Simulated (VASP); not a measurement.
Set up this calculation in VASP 6.6.1, as the native input.

```yaml
Task: single point
Functional: LDA
Potentials_or_basis: VASP PAW LDA potentials, release 64 (Sr_sv, Si, Ge_d)
Cutoff: 520 eV
k_mesh: 5 × 5 × 4, shifted
Occupations: fermi-dirac, width 0.2 eV
Spin: no spin polarisation
Dipole_correction: no
Further_INCAR_settings: ALGO = Normal; EDIFF = 1e-07; NBANDS = 21; ISYM = 0
```

The structure of SrSiGe lies in POSCAR:

```
SrSiGe
1.0
    4.3342400000      0.0000000000      0.0000000000
   -2.1671200000      3.7535600000      0.0000000000
    0.0000000000      0.0000000000      4.5315500000
Sr Si Ge
1 1 1
Direct
    0.6666666667      0.3333333333      0.0000000000
    0.3333333333      0.6666666667      0.5000000000
    0.0000000000      0.0000000000      0.5000000000
```

The cell comes from a database or a generator and needn't be the stable form of this composition.

One way to write it, as run:

INCAR

```
SYSTEM = SrSiGe
ALGO     = Normal         ! electronic algorithm
EDIFF    = 1E-7           ! SCF threshold, eV
ENCUT    = 520            ! plane-wave cutoff, eV
ISIF     = 2              ! what is computed and relaxed
ISMEAR   = -1             ! smearing method
ISYM     = 0            
LASPH    = .TRUE.         ! aspherical terms in the spheres
LCHARG   = .FALSE.        ! write CHGCAR
LREAL    = .FALSE.        ! projectors in reciprocal space
LWAVE    = .FALSE.        ! write WAVECAR
NBANDS   = 21             ! bands
NELM     = 100            ! most SCF steps
PREC     = Accurate       ! precision mode
SIGMA    = 0.2            ! smearing width, eV
```

KPOINTS

```
Automatic mesh
0
Gamma
  5 5 4
  0.5 0.5 0.5
```

Potentials or basis: VASP PAW LDA potentials, release 64 (Sr_sv, Si, Ge_d).

Run with:

```sh
$ cat potpaw_LDA.64/Sr_sv/POTCAR potpaw_LDA.64/Si/POTCAR potpaw_LDA.64/Ge_d/POTCAR > POTCAR
$ mpirun -np 1 vasp_std > vasp.out
```

It gave:

```yaml
Pressure: -3.3 GPa
Band_gap_on_the_k_mesh: none (metal or under the smearing width)
```

Run time: 110 s on 1 thread of Intel(R) Xeon(R) Platinum 8488C (Sapphire Rapids), with other jobs on the host, peak memory 0.35 GiB.
